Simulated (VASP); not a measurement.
Data:

```xyz
1
Lattice="0.0000 2.9759 2.9759 2.9759 0.0000 2.9759 2.9759 2.9759 0.0000" Properties=species:S:1:pos:R:3 pbc="T T T"
Sr     0.0000     0.0000     0.0000
```

The numbers are results of PBE GGA, VASP's PBE PAW potentials (set 64) (plane waves; VASP), not measurements. Run with 300 eV cut-off, 8×8×8 Γ-centred mesh, Fermi-Dirac smearing of 0.10 eV, potentials Sr_sv.

At this cut-off the stress carries a Pulay error, which pulls relaxed volumes low. Energy and stress use the plane-wave basis of the starting cell.

Task: The ions, cell shape and volume are relaxed. What does this cell relax into?

Result: 
```xyz
1
Lattice="0.0000 3.0094 3.0094 3.0094 0.0000 3.0094 3.0094 3.0094 0.0000" Properties=species:S:1:pos:R:3 pbc="T T T"
Sr     0.0000     0.0000     0.0000
```
Space group Fm-3m (225), at a tolerance of 0.03 Å.

Task: How do energy and volume change from the first to the last step?

Result: The energy (σ→0) changes by -1.9 meV/atom and the volume by +3.4 %, in 3 ionic steps.

The structure is a typed Sr crystal (Fm-3m). This run relaxes it. Symmetry was kept, so distortions that lower it aren't found. The run is one of a series of settings (EDIFFG = -0.01, IBRION = 2, ISIF = 3, NSW = 50 against the base run), some of them coarse on purpose.
